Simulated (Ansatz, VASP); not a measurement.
# In3As: VASP beside Ansatz, part 2 of 2

One calculation is typed for both programs; each brings its own data sets. How far apart do they land? The cell is generated by rule, not measured, and may not be a known phase. The cell is taken from a series of runs on this material, whose earlier steps may have relaxed, scaled, displaced or heated it; both programs get it as it stands.

VASP 6.6.1 and Ansatz 0.2.0.

So far: Set-up; VASP: zone-centre phonons, PBEsol.

## 2. VASP: zone-centre phonons, PBEsol (continued)

Level of this step: PBEsol; plane waves and PAW (As, In_d); invented cell (VASP).

Numbers of over 12 decimals in the logs are rounded to 6 here.

OUTCAR, selected parts (step 2):

```text
ion  position               nearest neighbor table
   1  0.000  0.500  0.382-   7 2.78   6 2.85   3 2.85   6 2.85   3 2.85
   2  0.500  0.000  0.618-   8 2.78   6 2.85   3 2.85   3 2.85   6 2.85
   3  0.500  0.500  0.500-   1 2.85   2 2.85   2 2.85   1 2.85   5 3.22   5 3.22   8 3.41   8 3.41
                             7 3.41   7 3.41   6 3.89   6 3.89   6 3.89   6 3.89
   4  0.000  0.000  0.000-   7 3.00   8 3.00   7 3.00   8 3.00   6 3.22   6 3.22   5 3.89   5 3.89
                             5 3.89   5 3.89
   5  0.500  0.500  0.000-   7 3.00   8 3.00   8 3.00   7 3.00   3 3.22   3 3.22   4 3.89   4 3.89
                             4 3.89   4 3.89
   6  0.000  0.000  0.500-   1 2.85   2 2.85   1 2.85   2 2.85   4 3.22   4 3.22   8 3.41   7 3.41
                             7 3.41   8 3.41   3 3.89   3 3.89   3 3.89   3 3.89
   7  0.000  0.500  0.813-   1 2.78   4 3.00   5 3.00   4 3.00   5 3.00   3 3.41   6 3.41   3 3.41
                             6 3.41
   8  0.500  0.000  0.187-   2 2.78   4 3.00   5 3.00   5 3.00   4 3.00   3 3.41   3 3.41   6 3.41
                             6 3.41

  LATTYP: Found a simple tetragonal cell.
 ALAT       =     5.4992266130
 C/A-ratio  =     1.1720668400

 Subroutine GETGRP returns: Found 16 space group operations
 (whereof  8 operations were pure point group operations)

The static configuration has the point symmetry D_2d.
 The point group associated with its full space group is D_4h.

 Found     40 irreducible k-points:

   k-points           NKPTS =     40   k-points in BZ     NKDIM =     40   number of bands    NBANDS=     54

   dimension x,y,z NGX =    40 NGY =   40 NGZ =   48
   dimension x,y,z NGXF=    80 NGYF=   80 NGZF=   96

   ENCUT  =  500.0 eV  36.75 Ry    6.06 a.u.  10.03 10.03 11.75*2*pi/ulx,y,z

   NELECT =      88.0000    total number of electrons

 k-points in reciprocal lattice and weights: Automatic mesh
   0.00000000  0.00000000  0.00000000       0.005
   0.16666667  0.00000000  0.00000000       0.019
   0.33333333  0.00000000  0.00000000       0.019
   0.50000000  0.00000000  0.00000000       0.009
   0.16666667  0.16666667  0.00000000       0.019
   0.33333333  0.16666667  0.00000000       0.037
   0.50000000  0.16666667  0.00000000       0.019
   0.33333333  0.33333333  0.00000000       0.019
   0.50000000  0.33333333  0.00000000       0.019
[...]
0.50000000  0.33333333  0.50000000       0.019
   0.50000000  0.50000000  0.50000000       0.005

 average (electrostatic) potential at core
       1 -47.3830       2 -47.3830       3 -94.1032       4 -94.0974       5 -94.0974
       6 -94.1032       7 -94.0625       8 -94.0625

 Eigenvectors and eigenvalues of the dynamical matrix
 ----------------------------------------------------

   1 f  =    4.456479 THz    28.000885 2PiTHz  148.652145 cm-1    18.430509 meV
             X         Y         Z           dx          dy          dz
      0.000000  2.749613  2.462219     0.305295   -0.493099   -0.000000
      2.749613  0.000000  3.983242    -0.305295    0.493099    0.000000
      2.749613  2.749613  3.222731    -0.204895   -0.330938   -0.000000
      0.000000  0.000000  0.000000     0.032123    0.051883    0.000000
      2.749613  2.749613  0.000000    -0.032123   -0.051883    0.000000
      0.000000  0.000000  3.222731     0.204895    0.330938    0.000000
      0.000000  2.749613  5.240497     0.048312   -0.078031    0.000000
      2.749613  0.000000  1.204964    -0.048312    0.078031   -0.000000

   2 f  =    4.456479 THz    28.000885 2PiTHz  148.652145 cm-1    18.430509 meV
             X         Y         Z           dx          dy          dz
      0.000000  2.749613  2.462219    -0.493099   -0.305295    0.000000
      2.749613  0.000000  3.983242     0.493099    0.305295   -0.000000
      2.749613  2.749613  3.222731     0.330938   -0.204895   -0.000000
      0.000000  0.000000  0.000000    -0.051883    0.032123   -0.000000
      2.749613  2.749613  0.000000     0.051883   -0.032123    0.000000
      0.000000  0.000000  3.222731    -0.330938    0.204895    0.000000
      0.000000  2.749613  5.240497    -0.078031   -0.048312   -0.000000
      2.749613  0.000000  1.204964     0.078031    0.048312    0.000000

   3 f  =    4.374290 THz    27.484476 2PiTHz  145.910615 cm-1    18.090602 meV
             X         Y         Z           dx          dy          dz
      0.000000  2.749613  2.462219     0.000000    0.000000    0.561341
      2.749613  0.000000  3.983242    -0.000000   -0.000000   -0.561341
      2.749613  2.749613  3.222731    -0.000000    0.000000    0.000000
      0.000000  0.000000  0.000000    -0.000000   -0.000000   -0.000000
      2.749613  2.749613  0.000000     0.000000   -0.000000   -0.000000
      0.000000  0.000000  3.222731     0.000000   -0.000000    0.000000
      0.000000  2.749613  5.240497     0.000000    0.000000   -0.429995
      2.749613  0.000000  1.204964     0.000000    0.000000    0.429995

   4 f  =    4.009768 THz    25.194116 2PiTHz  133.751466 cm-1    16.583061 meV
             X         Y         Z           dx          dy          dz
      0.000000  2.749613  2.462219    -0.000000    0.000000   -0.503677
      2.749613  0.000000  3.983242     0.000000   -0.000000   -0.503677
      2.749613  2.749613  3.222731     0.000000    0.000000   -0.068551
      0.000000  0.000000  0.000000     0.000000    0.000000   -0.015353
      2.749613  2.749613  0.000000    -0.000000   -0.000000   -0.015353
      0.000000  0.000000  3.222731    -0.000000   -0.000000   -0.068551
      0.000000  2.749613  5.240497     0.000000   -0.000000    0.491299
      2.749613  0.000000  1.204964    -0.000000    0.000000    0.491299

   5 f  =    3.912140 THz    24.580700 2PiTHz  130.494941 cm-1    16.179303 meV
             X         Y         Z           dx          dy          dz
      0.000000  2.749613  2.462219     0.094856   -0.545002   -0.000000
      2.749613  0.000000  3.983242     0.094856   -0.545002    0.000000
      2.749613  2.749613  3.222731    -0.075504    0.433812   -0.000000
      0.000000  0.000000  0.000000    -0.001529    0.008787   -0.000000
      2.749613  2.749613  0.000000    -0.001529    0.008787    0.000000
      0.000000  0.000000  3.222731    -0.075504    0.433812    0.000000
      0.000000  2.749613  5.240497     0.000272   -0.001562   -0.000000
      2.749613  0.000000  1.204964     0.000272   -0.001562    0.000000

   6 f  =    3.912140 THz    24.580700 2PiTHz  130.494941 cm-1    16.179303 meV
             X         Y         Z           dx          dy          dz
      0.000000  2.749613  2.462219     0.545002    0.094856   -0.000000
      2.749613  0.000000  3.983242     0.545002    0.094856   -0.000000
      2.749613  2.749613  3.222731    -0.433812   -0.075504   -0.000000
      0.000000  0.000000  0.000000    -0.008787   -0.001529   -0.000000
      2.749613  2.749613  0.000000    -0.008787   -0.001529    0.000000
      0.000000  0.000000  3.222731    -0.433812   -0.075504    0.000000
      0.000000  2.749613  5.240497     0.001562    0.000272   -0.000000
      2.749613  0.000000  1.204964     0.001562    0.000272   -0.000000

   7 f  =    3.695631 THz    23.220337 2PiTHz  123.272996 cm-1    15.283897 meV
             X         Y         Z           dx          dy          dz
      0.000000  2.749613  2.462219    -0.072597   -0.106203    0.000000
      2.749613  0.000000  3.983242     0.072597    0.106203    0.000000
      2.749613  2.749613  3.222731     0.001583   -0.002315   -0.000000
      0.000000  0.000000  0.000000     0.265368   -0.388211   -0.000000
      2.749613  2.749613  0.000000    -0.265368    0.388211    0.000000
      0.000000  0.000000  3.222731    -0.001583    0.002315    0.000000
      0.000000  2.749613  5.240497     0.289027    0.422822   -0.000000
      2.749613  0.000000  1.204964    -0.289027   -0.422822    0.000000

   8 f  =    3.695631 THz    23.220337 2PiTHz  123.272996 cm-1    15.283897 meV
             X         Y         Z           dx          dy          dz
      0.000000  2.749613  2.462219    -0.106203    0.072597    0.000000
      2.749613  0.000000  3.983242     0.106203   -0.072597    0.000000
      2.749613  2.749613  3.222731     0.002315    0.001583    0.000000
      0.000000  0.000000  0.000000     0.388211    0.265368    0.000000
      2.749613  2.749613  0.000000    -0.388211   -0.265368   -0.000000
      0.000000  0.000000  3.222731    -0.002315   -0.001583   -0.000000
      0.000000  2.749613  5.240497     0.422822   -0.289027   -0.000000
      2.749613  0.000000  1.204964    -0.422822    0.289027   -0.000000

   9 f  =    3.437964 THz    21.601367 2PiTHz  114.678144 cm-1    14.218271 meV
             X         Y         Z           dx          dy          dz
      0.000000  2.749613  2.462219     0.034223   -0.043016    0.000000
      2.749613  0.000000  3.983242     0.034223   -0.043016    0.000000
      2.749613  2.749613  3.222731     0.036189   -0.045487    0.000000
      0.000000  0.000000  0.000000     0.275625   -0.346447   -0.000000
      2.749613  2.749613  0.000000     0.275625   -0.346447   -0.000000
      0.000000  0.000000  3.222731     0.036189   -0.045487   -0.000000
      0.000000  2.749613  5.240497    -0.339638    0.426908   -0.000000
      2.749613  0.000000  1.204964    -0.339638    0.426908   -0.000000

  10 f  =    3.437964 THz    21.601367 2PiTHz  114.678144 cm-1    14.218271 meV
             X         Y         Z           dx          dy          dz
      0.000000  2.749613  2.462219     0.043016    0.034223    0.000000
      2.749613  0.000000  3.983242     0.043016    0.034223   -0.000000
      2.749613  2.749613  3.222731     0.045487    0.036189    0.000000
      0.000000  0.000000  0.000000     0.346447    0.275625   -0.000000
      2.749613  2.749613  0.000000     0.346447    0.275625   -0.000000
      0.000000  0.000000  3.222731     0.045487    0.036189    0.000000
      0.000000  2.749613  5.240497    -0.426908   -0.339638   -0.000000
      2.749613  0.000000  1.204964    -0.426908   -0.339638    0.000000

  11 f  =    3.111858 THz    19.552380 2PiTHz  103.800406 cm-1    12.869604 meV
             X         Y         Z           dx          dy          dz
      0.000000  2.749613  2.462219    -0.000000    0.000000    0.000000
      2.749613  0.000000  3.983242     0.000000   -0.000000    0.000000
      2.749613  2.749613  3.222731    -0.000000   -0.000000   -0.497154
      0.000000  0.000000  0.000000    -0.000000   -0.000000   -0.502830
    [... 145 further lines ...]
      0.000000  2.749613  5.240497     0.369159    0.297194    0.000000
      2.749613  0.000000  1.204964    -0.369159   -0.297194    0.000000

 ELASTIC MODULI CONTR FROM IONIC RELAXATION (kBar)
 Direction    XX          YY          ZZ          XY          YZ          ZX
 --------------------------------------------------------------------------------
 XX        -640.4052    545.7720    -23.7965      0.0000      0.0000      0.0000
 YY         545.7720   -640.4052    -23.7965      0.0000     -0.0000     -0.0000
 ZZ         -23.7965    -23.7965   -288.7827      0.0000     -0.0000      0.0000
 XY           0.0000      0.0000      0.0000      0.0000      0.0000      0.0000
 YZ           0.0000     -0.0000     -0.0000      0.0000   -105.9137     -0.0000
 ZX           0.0000     -0.0000      0.0000      0.0000     -0.0000   -115.4879
 --------------------------------------------------------------------------------
```

## 3. Ansatz: zone-centre phonons, PBEsol

Ansatz runs on its default PAW (the set named soft_2) files.

The same cell, functional, mesh and smearing now go to Ansatz, which takes its cutoff from its data sets.

The input, input.yaml:

```yaml
crystal:
  lattice:
    - [5.499226613, 0.0, 0.0]
    - [0.0, 5.499226613, 0.0]
    - [0.0, 0.0, 6.4454611585]
  atoms:
    - { symbol: As, position: [0.0, 0.5, 0.3820081822] }
    - { symbol: As, position: [0.5, 0.0, 0.6179918178] }
    - { symbol: In, position: [0.5, 0.5, 0.5] }
    - { symbol: In, position: [0.0, 0.0, 0.0] }
    - { symbol: In, position: [0.5, 0.5, 0.0] }
    - { symbol: In, position: [0.0, 0.0, 0.5] }
    - { symbol: In, position: [0.0, 0.5, 0.8130523636] }
    - { symbol: In, position: [0.5, 0.0, 0.1869476364] }
kpoints:
  mp_grid: { grid: [6, 6, 6] }
hamiltonian:
  xc: pbesol
scf:
  occupations: { method: methfessel_paxton, width: 0.15 }
output:
  eigenvalues: true
phonons:
  method: dfpt
```

On the command line:

```
$ ansatz run input.yaml --threads 4 --pin off --max-ram 7168MiB --backend cpu --events-out ev --progress --plain --runs-dir out
```

The program printed:

```text
zone centre: on kpoints.mp_grid the ground state, and the responses unless they are solved on pairs of k-points, stand on 64 of the mesh's 216 k-points, reduced under 4 symmetry operations, with k and −k counted as one. Each operation leaves every solved displacement unchanged or reverses it
Engine: ansatz 0.2.0, aarch64-unknown-linux-gnu
Pseudopotentials: kind: paw
Pseudopotential: As, paw, valence charge 15, recommended cutoff 420 eV (normal), As.paw.azcp
Pseudopotential: In, paw, valence charge 13, recommended cutoff 420 eV (normal), In.paw.azcp
Functional definition: PBEsol
  exchange = pbesol_x
  correlation = pbesol_c
Crystal: 8 atoms, lattice volume = 194.920 Å³
Basis set: ecut = 420 eV, 3785 PW (Γ), exchange–correlation on 80×80×90 points (8 copies of the dense FFT grid, shifted against one another)
Bands: 65, of which v1, the nominal top of the filled ones, is band 54 counted from 1 (53 counted from 0)
Symmetry: 16 space group operations
k-points: 64 of 216 (irreducible under 4 space group operations, time reversal used)
Non-local potential: As, projectors of the file, l = 0: 2, l = 1: 2, l = 2: 3, l = 3: 1
Non-local potential: In, projectors of the file, l = 0: 2, l = 1: 2, l = 2: 2, l = 3: 2
PAW form: soft (Blöchl's): semilocal exchange-correlation on the pseudo side does not see the compensation charge
PAW frozen core: As, regenerated for the run's functional, and the local potential with it (the file was generated under x = pbe(κ = 0.804, μ = 0.219515), c = pbe(β = 0.066725))
PAW frozen core: In, regenerated for the run's functional, and the local potential with it (the file was generated under x = pbe(κ = 0.804, μ = 0.219515), c = pbe(β = 0.066725))
PAW one-centre angular grid: As, 590 points (default); XC on 64 Gauss nodes
PAW one-centre angular grid: In, 590 points (default); XC on 64 Gauss nodes
Initial density: superposition of atomic densities (neutral atoms: chi_scale 0, normalization atom), corrected by the library's trained network
Initial wavefunctions: pseudopotential atomic-orbital guess
Functional: x = pbesol(κ = 0.804, μ = 0.123457), c = pbesol(β = 0.046)
SCF iter   1: F=—  HF=-42778.327311 eV  |F-HF|=—  |Δ(HF+E_count)|=         —  Δρ=3.60e-3  dr2=2.20e-2  ethr=1.77e-3  ⟨swp⟩=7.0  Hψ=17080  notcnv=0  defer=5
preconditioner: auto → Kerker (q_TF=auto, 2.473 Å⁻¹)  [metal: Δε(μ)=0.040 eV  Ē_g=14.232 eV  σ=0.150 eV  W_gap=0.22  n_scr=40 (ndim 8)  ℏωp=24.9 eV  f_vac=0.000  D(μ)=3.43/eV (n_scr^D=18)]
SCF iter   2: F=—  HF=-42778.316387 eV  |F-HF|=—  |Δ(HF+E_count)|=   1.09e-2  S|Δr|=    0.00e0  Δρ=1.61e-3  dr2=5.35e-3  ethr=2.04e-5  ⟨swp⟩=2.2  Hψ=7237  notcnv=0  defer=4
SCF iter   3: F=—  HF=-42778.314651 eV  |F-HF|=—  |Δ(HF+E_count)|=   1.74e-3  S|Δr|=    0.00e0  Δρ=4.32e-4  dr2=5.01e-4  ethr=4.95e-6  ⟨swp⟩=2.0  Hψ=6488  notcnv=0  defer=4
SCF iter   4: F=—  HF=-42778.314571 eV  |F-HF|=—  |Δ(HF+E_count)|=   8.05e-5  S|Δr|=    0.00e0  Δρ=1.52e-4  dr2=9.02e-5  ethr=4.64e-7  ⟨swp⟩=2.0  Hψ=7356  notcnv=0  defer=4
SCF iter   5: F=—  HF=-42778.314528 eV  |F-HF|=—  |Δ(HF+E_count)|=   4.32e-5  S|Δr|=    0.00e0  Δρ=5.39e-5  dr2=1.05e-5  ethr=8.35e-8  ⟨swp⟩=2.0  Hψ=7352  notcnv=0  defer=4
SCF iter   6: F=—  HF=-42778.314529 eV  |F-HF|=—  |Δ(HF+E_count)|=   1.71e-6  S|Δr|=    0.00e0  Δρ=1.91e-5  dr2=8.39e-7  ethr=9.74e-9  ⟨swp⟩=2.0  Hψ=7358  notcnv=0  defer=4
SCF iter   7: F=—  HF=-42778.314476 eV  |F-HF|=—  |Δ(HF+E_count)|=   5.36e-5  S|Δr|=    0.00e0  Δρ=4.81e-6  dr2=5.96e-8  ethr=7.77e-10  ⟨swp⟩=2.0  Hψ=7350  notcnv=0  defer=4
SCF iter   8: F=—  HF=-42778.314476 eV  |F-HF|=—  |Δ(HF+E_count)|=   2.92e-9  S|Δr|=    0.00e0  Δρ=1.50e-6  dr2=4.96e-9  ethr=5.52e-11  ⟨swp⟩=2.7  Hψ=6547  notcnv=0  defer=4
SCF iter   9: F=—  HF=-42778.314476 eV  |F-HF|=—  |Δ(HF+E_count)|=  5.60e-10  S|Δr|=    0.00e0  Δρ=3.46e-7  dr2=2.53e-10  ethr=4.60e-12  ⟨swp⟩=2.0  Hψ=7348  notcnv=0  defer=4
SCF iter  10: F=—  HF=-42778.314476 eV  |F-HF|=—  |Δ(HF+E_count)|=  2.18e-11  S|Δr|=    0.00e0  Δρ=7.95e-8  dr2=1.92e-11  ethr=1.00e-12  ⟨swp⟩=2.0  Hψ=7333  notcnv=0  defer=4
SCF iter  11: F=-42778.314476 eV  HF=-42778.314476 eV  |F-HF|=7.28e-12  |Δ(HF+E_count)|=    0.00e0  S|Δr|=    0.00e0  Δρ=2.38e-8  dr2=2.19e-12  ethr=1.00e-12  ⟨swp⟩=9.8  Hψ=18677  notcnv=0
SCF 1 converged in 11 iterations: F = -42778.314476 eV  dr2 = 2.19e-12
  greatest PAW one-centre occupation: 0.999 electrons in one spin orbital (limit 2), on the As atom at site 1 (counted from 0), in its partial waves of l = 2
DFPT response loops at Γ: preconditioner auto → Kerker (q_TF=auto, 2.473 Å⁻¹) (partly filled bands, converged f_vac=0.000); β = 1.00, the filter's whole step (`scf.mixing.beta` (0.50) is not read by the response loops under this deck's `scf.mixing.preconditioner`; to damp them name `kerker` or `kerker_dos`, under which they read `scf.mixing.beta`, and type it under 1.00, their step now; both keys bind the ground state too); Broyden in place of MSR1
SCF converged after 11 iterations
Stability not checked: this state was not tested for a lower state beside it, because cold or Methfessel-Paxton smearing, or corrected tetrahedra, fill the levels in a way that the test cannot read (fill_not_monotonic; see scf.lower_state_search)
Free energy (F): -42778.314476 eV
Harris-Foulkes:  -42778.314476 eV  (|F-HF|=7.28e-12)
Internal energy: -42778.311822 eV  (E = F + TS)
E sigma→0 (E₀):  -42778.313812 eV
Entropy (-TS):   -0.002654 eV (-0.332 meV/atom)
Fermi energy:    10.291315 eV
--- Per-component energies (eV) ---
  E_band       = -590.134449
  E_kinetic    = 1660.506683
  E_local      = -9978.655719  (includes V_loc(G=0)·N_el)
  E_nonlocal   = 868.907970
  E_hartree    = 4478.629666
  E_xc         = -1441.614852
  E_vxc        = -761.392748  (∫ρ·V_xc dr)
  E_paw        = -28078.975607  (= ΣΔE_a)
  E_vpaw       = -1336.760104  (= ΣTr[D̂ρ^β])
  E_aug_tail   = 0.000166  (compensation charges beyond the density's cutoff)
  E_ewald      = -10290.458400
  E_core_change = 3.348272  (= ΣΔE_core)
  E_smearing   = -0.002654  (= −TS)
  E_closure    = 0.000000  (closes the sum)
  Σ components = -42778.314476   (vs F -42778.314476, Δ=0.00e0)
--- Band table (eV; the first three rows and the last of 64) ---
  k-point 0: bands = [... 50 lower, 8.5805, 8.5805, 9.1387, 9.4541, 9.4541, 9.9068, 10.9966, 10.9966, ... 7 higher]
  k-point 1: bands = [... 50 lower, 8.5181, 8.5891, 9.1411, 9.1411, 9.4842, 10.8306, 11.3301, 11.3301, ... 7 higher]
  k-point 2: bands = [... 50 lower, 8.1414, 8.6251, 8.9911, 8.9911, 9.7194, 11.1433, 11.5518, 11.5518, ... 7 higher]
  k-point 63: bands = [... 50 lower, 9.8806, 9.8806, 11.4084, 11.4084, 11.5496, 11.5496, 13.3564, 13.3564, ... 7 higher]
--- Phonons (Γ-DFPT): 8 representative perturbations + reference, on 64 of 216 k-points (Σ response iterations 25) ---
  k mesh reduced under 4 symmetry operations, with k and −k counted as one. Each operation leaves every solved displacement unchanged or reverses it
  ASR residual: 5.616e-5 → 0.000e0 eV/Å²; symmetrization residual: 1.579e-5 eV/Å²
  ASR residual per site (eV/Å²): 5.62e-5 5.62e-5 4.28e-5 2.93e-5 2.93e-5 4.28e-5 3.88e-5 3.88e-5
  Γ frequencies (cm⁻¹): -12.74 -12.74 0.00 0.00 0.00 27.49 39.66 39.66 46.20 60.93 60.93 63.69 102.47 103.34 114.48 114.48 122.59 122.59 129.59 129.59 132.71 145.10 147.30 147.30
  non-analytic LO–TO correction: not included (Born effective charges unavailable; polar crystals: no LO–TO splitting at Γ)
```

The column dr2 measures how far the density is from self-consistency, as an energy; F and HF (Harris–Foulkes) agree once it is small.

## 4. Differences

Known differences besides the potentials themselves: the data sets hold 108 valence electrons in Ansatz (on its default PAW (the set named soft_2) files) and 88 in VASP; the cutoff is 420 eV in Ansatz and 500 eV in VASP; Ansatz makes its cores anew for this functional, VASP keeps those of its PBE data sets. Total energies have different zeros and are not compared.

The two programs side by side:

```csv
quantity,Ansatz,VASP,difference
"optical mode 1 to 2 (imaginary, printed as negative) (cm⁻¹)",-12.7,-11.1,-1.7
optical mode 3 (cm⁻¹),27.5,29.0,-1.5
optical mode 4 to 5 (cm⁻¹),39.7,40.2,-0.5
optical mode 6 (cm⁻¹),46.2,47.1,-0.9
optical mode 7 to 8 (cm⁻¹),60.9,61.3,-0.59 %
optical mode 9 (cm⁻¹),63.7,64.0,-0.51 %
optical mode 10 (cm⁻¹),102.5,103.2,-0.71 %
optical mode 11 (cm⁻¹),103.3,103.8,-0.44 %
optical mode 12 to 13 (cm⁻¹),114.5,114.7,-0.17 %
optical mode 14 to 15 (cm⁻¹),122.6,123.3,-0.55 %
optical mode 16 to 17 (cm⁻¹),129.6,130.5,-0.69 %
optical mode 18 (cm⁻¹),132.7,133.8,-0.78 %
optical mode 19 (cm⁻¹),145.1,145.9,-0.56 %
optical mode 20 to 21 (cm⁻¹),147.3,148.7,-0.91 %
```

Modes are paired by rising frequency, not by their patterns, so a pair may set unlike modes beside each other; they are those without the splitting of longitudinal modes.

## 5. Results

```
r.m.s. difference of the optical zone-centre modes, each program's sorted by frequency (zone-centre phonons, PBEsol) : 0.94 cm⁻¹
difference in optical mode 20 to 21 (zone-centre phonons, PBEsol)                                                    : -0.9 %
```

The r.m.s. difference of the optical zone-centre modes, each program's sorted by frequency is 0.94 cm⁻¹ (zone-centre phonons, PBEsol). The data sets hold unlike numbers of valence electrons (108 in Ansatz and 88 in VASP), so part of the differences comes from the potentials. Among the rows given in per cent, the largest difference of the zone-centre phonons, PBEsol pair is in optical mode 20 to 21, -0.9 %. How closely two codes agree says nothing of how well the functional describes the real material.

[Lines on the potential files, build, host, timing and source positions are cut from VASP's logs without a mark.]

[Logs are printed without paths, hosts, clocks, repeated set-up lines and the standing remarks that a program may print on its own settings, such as how far it seeks lower states.]

[Hosts, paths, dates, database ids (printed as entryN), source tags and the programs' standing remarks are cut or masked in the printed files.]
